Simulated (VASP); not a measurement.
Wanted: the native input for a VASP 6.6.1 run.

```yaml
Task: relaxation of cell and atoms
Functional: PBE
Potentials_or_basis: VASP PAW PBE potentials, release 64 (Bi_d)
Cutoff: 600 eV
k_mesh: 12 × 12 × 10
Occupations: methfessel-paxton, width 0.1 eV
Spin: no spin polarisation
Further_INCAR_settings: ALGO = Normal; EDIFF = 1e-07; IBRION = 2; EDIFFG = -0.005; NSW = 90; ISIF = 3
```

The structure of Bi lies in POSCAR:

```
Bi                                      
1.0
    2.2901127758      1.3221972324      4.0581027666
   -2.2901127758      1.3221972324      4.0581027666
    0.0000000000     -2.6443944543      4.0581027665
  Bi            
     2
Direct
     0.2336883141781236    0.2336883141781236    0.2336883141781045
     0.7663116858218763    0.7663116858218763    0.7663116858218956
```

One way to write it, as run:

INCAR

```
PREC = Accurate
ENCUT = 600
EDIFF = 1E-7
ISMEAR = 1
SIGMA = 0.1
LREAL = False
LASPH = True
NELM = 80
ALGO = Normal
ISIF = 3
LWAVE = False
LCHARG = False
GGA = PE
IBRION = 2
NSW = 90
EDIFFG = -0.005
```

KPOINTS

```
Automatic mesh
0
Gamma
  12 12 10
```

Potentials or basis: VASP PAW PBE potentials, release 64 (Bi_d).

The run is started by

```console
$ cat potpaw_PBE.64/Bi_d/POTCAR > POTCAR
$ mpirun -np 1 vasp_std > vasp.out
```

It gave:

| Quantity | Value |
| --- | --- |
| Relaxed volume | 36.88 Å³/atom |
| Relaxed cell | a = 4.845 Å, b = 4.845 Å, c = 4.845 Å, α = 56.42°, β = 56.42°, γ = 56.42° |
| Space group after relaxing (to 0.05 Å) | R-3m (No. 166) |
| Energy gained by relaxing | 0.0 meV/atom |
| Ionic steps | 2 |
| Pressure after relaxing | 0.0 GPa |
| Largest force after relaxing | 0.003 eV/Å |
| Band gap on the k mesh | none (metal or under the smearing width) |

Caveat: spin-orbit coupling is left out, which moves the levels of the heavy elements.

It took 7.7 min on 1 thread of Intel(R) Xeon(R) Platinum 8488C (Sapphire Rapids), on a shared host, peak memory 0.67 GiB.
